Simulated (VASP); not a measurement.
Here is the system:

```yaml
crystal:
  lattice:
    - [0.00000, 2.83792, 2.83792]
    - [2.83792, 0.00000, 2.83792]
    - [2.83792, 2.83792, 0.00000]
  atoms:
    - { symbol: Ge, position: [0.00000, 0.00000, 0.00000] }
    - { symbol: Ge, position: [0.25000, 0.25000, 0.25000] }
```

The numbers are results of AM05 GGA, VASP's PBE PAW potentials (set 64) (plane waves; VASP 6.6.1), not measurements. Run with 520 eV cut-off, Gaussian smearing of 0.050 eV, potentials Ge_d.

Problem. What does the run give for the band gap (along the path) with the smallest direct gap where there is one?

Solution. 
```json
{
 "band gap (along the path)": "none (metal, semimetal or under 0.01 eV)"
}
```

The compound is Ge in the diamond structure. It was relaxed first.
